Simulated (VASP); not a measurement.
Runs of VASP 6.6.1 on Hf3Be. Symmetry: I4/mmm, No. 139, tetragonal system. The conventional cell has a = 4.184 Å, b = 4.184 Å, c = 8.706 Å, α = 90.00°, β = 90.00°, γ = 90.00°. Hf (site symmetry 4/mmm) is surrounded by 4 Be at 2.96 Å and 8 Hf at 3.02 Å. Hf (site symmetry -4m2) has 8 Hf at 2.96 to 3.02 Å and 4 Be at 3.02 Å as nearest neighbours. Be (site symmetry 4/mmm) is surrounded by 12 Hf at 2.96 to 3.02 Å. The cell comes from a database or a generator and needn't be the stable form of this composition.

| task | level | cell | cutoff (eV) | smearing | gap on the mesh (eV) | pressure (GPa) | relaxed volume (Å³/atom) |
| --- | --- | --- | --- | --- | --- | --- | --- |
| relaxation of cell and atoms | r2SCAN | relaxed | 600 | methfessel-paxton 0.1 eV | none | 0.1 | (a) |
| single point | PBE | as given | 520 | fermi-dirac 0.05 eV | none | -0.3 | - |
| relaxation of cell and atoms | r2SCAN+D3(BJ) | relaxed | 600 | methfessel-paxton 0.1 eV | none | 0.1 | 18.45 |
| relaxation of cell and atoms | revTPSS | relaxed | 600 | methfessel-paxton 0.1 eV | none | 0.0 | 18.34 |

Alike in all rows: potentials or basis VASP PAW PBE potentials, release 64 (Hf_pv, Be); no spin polarisation; k mesh 9 × 9 × 9.

**Question.** Estimate the missing entries.

**Answer.** (a) 18.75.

Caveats: the PAW data sets were made with another functional, which shifts forces and pressure a little (some runs); pairwise dispersion overbinds metals, which lowers pressure and volume (some runs).

A k mesh can miss the band edges, and the runs leave out spin-orbit coupling on Hf.

A gap of «none» marks a metal or a gap under the smearing width.

Not every run made on this cell is shown here.
